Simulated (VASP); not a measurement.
Method: r2SCAN meta-GGA, VASP's PBE PAW potentials (set 64) (plane waves; VASP 6.6.1).

Input for VASP

POSCAR:
```
WS2 monolayer
3.1829290
  1.0000000909   0.0000000000   0.0000000000
 -0.5000000455   0.8660254770   0.0000000000
  0.0000000000   0.0000000000   6.3612743293
W S
1 2
Cart
  0.5000005454   0.2886748703   3.1806371647
 -0.0000005000   0.5773506067   3.6705499966
 -0.0000005000   0.5773506067   2.6907243327
```

INCAR:
```
ALGO  =  Normal
EDIFF  =  1E-6
ENCUT  =  400
ISMEAR  =  0
LASPH  =  .TRUE.
LCHARG  =  .FALSE.
LMAXMIX  =  6
LMIXTAU  =  .TRUE.
LORBIT  =  11
LREAL  =  .FALSE.
LVHAR  =  .TRUE.
LWAVE  =  .FALSE.
METAGGA  =  R2SCAN
NELM  =  100
NELMIN  =  4
PREC  =  Normal
SIGMA  =  0.05
SYSTEM  =  WS2 monolayer
```

### KPOINTS
```
Automatic mesh
0
Gamma
12 12 1
0 0 0
```

POTCAR, in this order: W_sv S (PBE.64 set). Program: vasp_std. Read from the step before: WAVECAR.

The resulting files:

OUTCAR:
```
 ion  position               nearest neighbor table
   1  0.667  0.333  0.500-   2 2.41   3 2.41   2 2.41   3 2.41   2 2.41   3 2.41
   2  0.333  0.667  0.577-   1 2.41   1 2.41   1 2.41
   3  0.333  0.667  0.423-   1 2.41   1 2.41   1 2.41
  LATTYP: Found a hexagonal cell.
 ALAT       =     3.1829292893
 C/A-ratio  =     6.3612737511
 Subroutine PRICEL returns:
 Original cell was already a primitive cell.
 Subroutine GETGRP returns: Found 12 space group operations
The static configuration has the point symmetry D_3h.
The dynamic configuration has the point symmetry D_3h.
 Subroutine INISYM returns: Found 12 space group operations
 Subroutine IBZKPT returns following result:
 Found     19 irreducible k-points:

 Following reciprocal coordinates:
            Coordinates               Weight
  0.000000  0.000000  0.000000      1.000000
  0.083333  0.000000  0.000000      6.000000
  0.166667 -0.000000  0.000000      6.000000
  0.250000  0.000000  0.000000      6.000000
  0.333333 -0.000000  0.000000      6.000000
  0.416667  0.000000  0.000000      6.000000
  0.500000  0.000000  0.000000      3.000000
...
```

OSZICAR:
```
       N       E                     dE             d eps       ncg     rms          rms(c)
DAV:   1    -0.700409922182E+02   -0.70041E+02   -0.15876E-04   676   0.159E-01    0.115E-03
DAV:   2    -0.700409933195E+02   -0.11013E-05   -0.54291E-07   696   0.701E-03    0.512E-04
DAV:   3    -0.700409929449E+02    0.37460E-06   -0.13629E-07   437   0.439E-03    0.369E-04
DAV:   4    -0.700409927521E+02    0.19284E-06   -0.14596E-07   437   0.483E-03
   1 F= -.70040993E+02 E0= -.70040993E+02  d E =-.214011E-33
```

**OUTCAR**
```
------------------------ aborting loop because EDIFF is reached ----------------------------------------
  FORCE on cell =-STRESS in cart. coord.  units (eV):
  Direction    XX          YY          ZZ          XY          YZ          ZX
  --------------------------------------------------------------------------------------
  Total       -0.0087309     -0.0087309     -0.0107972      0.0000000      0.0000000      0.0000000
  in kB       -0.0787432     -0.0787432     -0.0973791      0.0000000      0.0000000      0.0000000
  external PRESSURE =      -0.0849552 kB  Pullay stress =       0.0000000 kB
  volume of cell :      177.65
      direct lattice vectors                 reciprocal lattice vectors
     3.182929289  0.000000000  0.000000000     0.314176002  0.181389601  0.000000000
    -1.591464645  2.756497606  0.000000000     0.000000000  0.362779201  0.000000000
     0.000000000  0.000000000 20.247484540     0.000000000  0.000000000  0.049388851
 POSITION                                       TOTAL-FORCE (eV/Angst)
 -----------------------------------------------------------------------------------
      1.59147      0.91883     10.12374         0.000000      0.000000      0.000000
     -0.00000      1.83767     11.68310        -0.000000      0.000000      0.001401
     -0.00000      1.83767      8.56438        -0.000000      0.000000     -0.001401
 -----------------------------------------------------------------------------------
    total drift:                               -0.000183      0.000106      0.000000
  FREE ENERGIE OF THE ION-ELECTRON SYSTEM (eV)
  ---------------------------------------------------
  free  energy   TOTEN  =       -70.0409927521 eV

  energy  without entropy=      -70.0409927521  energy(sigma->0) =      -70.04099275

 total charge

# of ion       s       p       d       tot
------------------------------------------
    1        2.311   6.330   3.350  11.992
    2        1.349   2.389   0.000   3.738
    3        1.349   2.389   0.000   3.738
--------------------------------------------------
tot          5.009  11.109   3.350  19.468
```
(Selected blocks of OUTCAR.)

File OUTCAR:
```
 val. band max:       -2.1185953879   @ k =   0.0000   0.0000   0.0000

 cond. band min:      -0.2177626392   @ k =   0.3333   0.3333   0.0000


 Fermi energy:        -1.7032916259

 k-point     1 :       0.0000    0.0000    0.0000
  band No.  band energies     occupation
      1     -78.0960      2.00000
      2     -41.6811      2.00000
      3     -41.5292      2.00000
      4     -41.5292      2.00000
      5     -17.6132      2.00000
      6     -15.8766      2.00000
      7      -8.7603      2.00000
      8      -5.1876      2.00000
      9      -5.1876      2.00000
     10      -4.3439      2.00000
     11      -3.9042      2.00000
     12      -3.9041      2.00000
     13      -2.1186      2.00000
     14       0.9479      0.00000
     15       0.9480      0.00000
     16       1.1055      0.00000
     17       1.1055      0.00000

 k-point     2 :       0.0833    0.0000    0.0000
  band No.  band energies     occupation
      1     -78.0947      2.00000
      2     -41.6766      2.00000
      3     -41.5536      2.00000
      4     -41.5349      2.00000
      5     -17.4942      2.00000
      6     -15.8344      2.00000
      7      -8.6193      2.00000
      8      -5.4885      2.00000
      9      -5.0727      2.00000
     10      -4.7896      2.00000
     11      -4.0885      2.00000
     12      -3.6660      2.00000
     13      -2.1872      2.00000
     14       0.8423      0.00000
     15       0.8713      0.00000
     16       0.9984      0.00000
     17       1.1692      0.00000

 k-point     3 :       0.1667   -0.0000    0.0000
  band No.  band energies     occupation
      1     -78.0912      2.00000
      2     -41.6643      2.00000
      3     -41.6198      2.00000
      4     -41.5503      2.00000
      5     -17.1559      2.00000
      6     -15.7149      2.00000
      7      -8.2402      2.00000
      8      -6.1889      2.00000
      9      -5.4717      2.00000
     10      -4.7561      2.00000
     11      -4.5206      2.00000
...
```

Unless said otherwise, spin-orbit coupling is left out, though it shifts the bands of the heavy elements here.

The cell is a sheet with vacuum, built from WS2 (2H layered).
